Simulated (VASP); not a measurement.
All values below come from optB86b-vdW, VASP's PBE PAW potentials (set 64) (plane waves; VASP).

VASP input:

### INCAR
```
# general
SYSTEM   = NiAl
PREC     = Accurate
ENCUT    = 520
LREAL    = .FALSE.
LASPH    = .TRUE.

# electronic loop
EDIFF    = 1E-7
NELM     = 100
ALGO     = Normal
LMAXMIX  = 4

# smearing
ISMEAR   = 1
SIGMA    = 0.1

# functional
GGA      = MK
LUSE_VDW = .TRUE.
AGGAC    = 0.0
PARAM1   = 0.1234
PARAM2   = 1.0

# ions
ISIF     = 2

# output
LWAVE    = .FALSE.
LCHARG   = .FALSE.
```

File POSCAR:
```
NiAl
1
    2.9352603641     0.0000000000     0.0000000000
    0.0000000000     2.9352603641     0.0000000000
    0.0000000000     0.0000000000     2.9352603641
Al Ni
1 1
Direct
  0.5000000000   0.5000000000   0.5000000000
  0.0000000000   0.0000000000   0.0000000000
```

**KPOINTS**
```
Automatic mesh
0
Gamma
13 13 13
0 0 0
```

POTCAR, in this order: Al Ni (PBE.64 set). Program: vasp_std.

### Question
What will the output report for the number of irreducible k-points (NKPTS), largest plane-wave count, number of space-group operations, FFT grid (NGX, NGY, NGZ)?

### Answer

```
Quantity                                      Result
--------------------------------------  ------------
number of irreducible k-points (NKPTS)            84
largest plane-wave count                         707
number of space-group operations                  48
FFT grid (NGX, NGY, NGZ)                24 × 24 × 24
```

The compound is NiAl in the CsCl type structure. This cell is one point of a volume scan, at 1.06 of the reference volume. The run is not spin-polarised, so no magnetic state was tried. The electron count is odd and the run is not spin-polarised, which forces a metal.
